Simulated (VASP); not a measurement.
HfN: energy against strain

HfN (rock salt, Fm-3m, 11.318 Å³/atom at rest, cube axes along x, y and z) under a strain ε along a cube axis (axis z), the other axes held. PBEsol in VASP (plane waves, PAW), 600 eV, 18×18×18 Γ-centred mesh, Methfessel-Paxton smearing 0.10 eV; ions are relaxed within the symmetry of each cell.

Here s stands for strain and y for E less E0.

| strain (%) | E less E0 (meV/atom) |
|---|---|
| -3.00 | ? |
| -1.50 | 5.41 |
| -1.00 | 2.39 |
| -0.50 | 0.61 |
| 0.00 | 0.00 |
| 0.50 | 0.54 |
| 1.00 | 2.16 |
| 1.50 | 4.77 |

Fit y against s with a parabola, and predict the withheld value at s = -3.00.

Least squares gives y = 0.009 - 0.1750·s + 2.2595·s². Residuals (row less fit): 0.055, -0.053, -0.051, -0.009, 0.054, 0.067, -0.060; standard error 0.070 (degrees of freedom: 4). Twice the quadratic coefficient over the volume, 2 × 2.2595 meV × 10⁴ × 0.1602 / 11.318 Å³, is the elastic constant C11 = 640 ± 9 GPa. At the withheld row, y = 0.009 - 0.1750 × (-3.0) + 2.2595 × (-3.0)² = 20.870 meV/atom. The calculation gives 22.81 meV/atom, 1.940 meV/atom above the prediction (8.5 % of the range of y in the table). The row lies outside the fitted rows, so this is an extrapolation. From the scatter of the fitted rows alone, a prediction at this place has a standard error of 0.267 meV/atom, so the miss is 7.3 times that.

One order more, fitted to all 13 runs of the series, follows each within 0.05, so the miss is the next term of a smooth law. In a metal these values are sensitive to mesh and smearing; energies are taken to zero smearing, stresses follow the free energy. For HfN: the electron count is odd and the run is not spin-polarised, which forces a metal. Rows are the converged runs of the series near zero and its far end; series whose fitted rows scatter by over a few per cent of the range, as at a crossing or softening among them, aren't shown in this form. Most that stay on the fit to the last digits aren't either.
